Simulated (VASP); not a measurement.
Method: TPSS meta-GGA, VASP's PBE PAW potentials (set 64) (plane waves; VASP).

The input files of a VASP run:

INCAR:
```
ALGO=Normal
EDIFF=1E-7
EDIFFG=-0.01
ENCUT=520
IBRION=2
ISIF=4
ISMEAR=1
LASPH=.TRUE.
LCHARG=.FALSE.
LMAXMIX=6
LMIXTAU=.TRUE.
LREAL=.FALSE.
LWAVE=.FALSE.
METAGGA=TPSS
NELM=100
NSW=30
PREC=Accurate
SIGMA=0.1
SYSTEM=HfB2
```

### KPOINTS
```
Automatic mesh
0
Gamma
11 11 9
0 0 0
```

### POSCAR
```
HfB2
1
    1.5667130013    -2.7136267499     0.0000000000
    1.5667130013     2.7136267499     0.0000000000
    0.0000000000     0.0000000000     3.4664945977
Hf B
1 2
Direct
  0.0000000000   0.0000000000   0.0000000000
  0.3333330000   0.6666670000   0.5000000000
  0.6666670000   0.3333330000   0.5000000000
```

POTCAR, in this order: Hf_pv B (PBE.64 set). Program: vasp_std.

Output

**OUTCAR**
```
 ion  position               nearest neighbor table
   1  0.000  0.000  0.000-   2 2.51   3 2.51   2 2.51   3 2.51   3 2.51   3 2.51   2 2.51   2 2.51
                             3 2.51   3 2.51   2 2.51   2 2.51
   2  0.333  0.667  0.500-   3 1.81   3 1.81   3 1.81   1 2.51   1 2.51   1 2.51   1 2.51   1 2.51
                             1 2.51
   3  0.667  0.333  0.500-   2 1.81   2 1.81   2 1.81   1 2.51   1 2.51   1 2.51   1 2.51   1 2.51
                             1 2.51
  LATTYP: Found a hexagonal cell.
 ALAT       =     3.1334262025
 C/A-ratio  =     1.1062952735
 Subroutine PRICEL returns:
 Original cell was already a primitive cell.
 Subroutine GETGRP returns: Found 24 space group operations
The static configuration has the point symmetry D_6h.
The dynamic configuration has the point symmetry D_6h.
 Subroutine INISYM returns: Found 24 space group operations
 Subroutine IBZKPT returns following result:
 Found     80 irreducible k-points:

 Following reciprocal coordinates:
            Coordinates               Weight
  0.000000  0.000000  0.000000      1.000000
  0.090909  0.000000  0.000000      6.000000
  0.181818  0.000000  0.000000      6.000000
  0.272727  0.000000  0.000000      6.000000
...
```

**OSZICAR**
```
       N       E                     dE             d eps       ncg     rms          rms(c)
DAV:   1     0.665061931610E+02    0.66506E+02   -0.96099E+03  1920   0.151E+03
DAV:   2    -0.111999375855E+02   -0.77706E+02   -0.72337E+02  2472   0.356E+02
DAV:   3    -0.149939333295E+02   -0.37940E+01   -0.35863E+01  2628   0.603E+01
DAV:   4    -0.150873566397E+02   -0.93423E-01   -0.93001E-01  2500   0.976E+00
DAV:   5    -0.150900911947E+02   -0.27346E-02   -0.27334E-02  2656   0.135E+00    0.652E+01
DAV:   6    -0.307835839069E+02   -0.15693E+02   -0.14718E+01  1920   0.587E+01    0.314E+01
DAV:   7    -0.297955373985E+02    0.98805E+00   -0.44696E+00  2432   0.179E+01    0.148E+01
DAV:   8    -0.305211159069E+02   -0.72558E+00   -0.38898E-01  2104   0.747E+00    0.122E+01
DAV:   9    -0.304838136546E+02    0.37302E-01   -0.55661E-02  2376   0.188E+00    0.535E+00
DAV:  10    -0.306266796611E+02   -0.14287E+00   -0.24653E-01  2376   0.539E+00    0.460E-01
DAV:  11    -0.306714435979E+02   -0.44764E-01   -0.25956E-02  2104   0.200E+00    0.983E-01
DAV:  12    -0.306713751888E+02    0.68409E-04   -0.13737E-03  2348   0.484E-01    0.279E-01
DAV:  13    -0.306727090837E+02   -0.13339E-02   -0.10094E-03  2028   0.386E-01    0.215E-01
DAV:  14    -0.306733869898E+02   -0.67791E-03   -0.30069E-04  2096   0.232E-01    0.123E-01
DAV:  15    -0.306734749797E+02   -0.87990E-04   -0.32083E-05  2292   0.801E-02    0.152E-02
DAV:  16    -0.306734781035E+02   -0.31238E-05   -0.17654E-06  2408   0.139E-02    0.926E-03
DAV:  17    -0.306734778096E+02    0.29392E-06   -0.49065E-07  2376   0.738E-03    0.638E-03
DAV:  18    -0.306734782368E+02   -0.42716E-06   -0.60962E-08  1236   0.238E-03    0.494E-04
DAV:  19    -0.306734781796E+02    0.57133E-07   -0.86847E-09  1208   0.102E-03
   1 F= -.30673478E+02 E0= -.30673455E+02  d E =-.306735E+02
       N       E                     dE             d eps       ncg     rms          rms(c)
DAV:   1    -0.306735045336E+02   -0.26297E-04   -0.14201E-03  2064   0.332E-01    0.456E-02
DAV:   2    -0.306734927864E+02    0.11747E-04   -0.18382E-05  2352   0.388E-02    0.194E-02
DAV:   3    -0.306734895460E+02    0.32404E-05   -0.55491E-06  2356   0.218E-02    0.608E-03
DAV:   4    -0.306734887213E+02    0.82466E-06   -0.11146E-06  2464   0.953E-03    0.356E-03
DAV:   5    -0.306734892738E+02   -0.55245E-06   -0.29954E-07  2136   0.693E-03    0.254E-03
DAV:   6    -0.306734892074E+02    0.66376E-07   -0.11515E-07  1344   0.416E-03
   2 F= -.30673489E+02 E0= -.30673463E+02  d E =-.110277E-04
```

### OUTCAR
```
------------------------ aborting loop because EDIFF is reached ----------------------------------------
  FORCE on cell =-STRESS in cart. coord.  units (eV):
  Direction    XX          YY          ZZ          XY          YZ          ZX
  --------------------------------------------------------------------------------------
  Total       -0.0150886     -0.0150886     -0.0067557      0.0000000      0.0000000      0.0000000
  in kB       -0.8201615     -0.8201617     -0.3672151      0.0000000      0.0000000      0.0000000
  external PRESSURE =      -0.6691794 kB  Pullay stress =       0.0000000 kB
  volume of cell :       29.48
      direct lattice vectors                 reciprocal lattice vectors
     1.567133609 -2.714355264 -0.000000000     0.319053843 -0.184205806 -0.000000000
     1.567133609  2.714355264 -0.000000000     0.319053843  0.184205806 -0.000000000
     0.000000000  0.000000000  3.464634081     0.000000000  0.000000000  0.288630769
 POSITION                                       TOTAL-FORCE (eV/Angst)
 -----------------------------------------------------------------------------------
      1.56713     -2.71436     -0.00000         0.000000     -0.000000      0.000000
      1.56713      0.90479      1.73232         0.000000      0.000000     -0.000000
      1.56713     -0.90479      1.73232        -0.000000     -0.000000      0.000000
 -----------------------------------------------------------------------------------
    total drift:                                0.000000     -0.000000     -0.000000
  FREE ENERGIE OF THE ION-ELECTRON SYSTEM (eV)
  ---------------------------------------------------
  free  energy   TOTEN  =       -30.6734892074 eV

  energy  without entropy=      -30.6734093606  energy(sigma->0) =      -30.67346259

 reached required accuracy - stopping structural energy minimisation
```
(Selected blocks of OUTCAR.)

File CONTCAR:
```
HfB2
   1.00000000000000
     1.5671336090637418   -2.7143552640312691   -0.0000000000000000
     1.5671336090637418    2.7143552640312691   -0.0000000000000000
     0.0000000000000000    0.0000000000000000    3.4646340812492911
  Hf              B
     1     2
Direct
     1.0000000000000000    0.0000000000000000    0.0000000000000000
     0.3333330000000032    0.6666669999999968    0.5000000000000000
     0.6666669999999968    0.3333330000000032    0.5000000000000000
```

The compound is HfB2 in the AlB2 type structure. This run relaxes it. Symmetry was kept, so distortions that lower it aren't found.
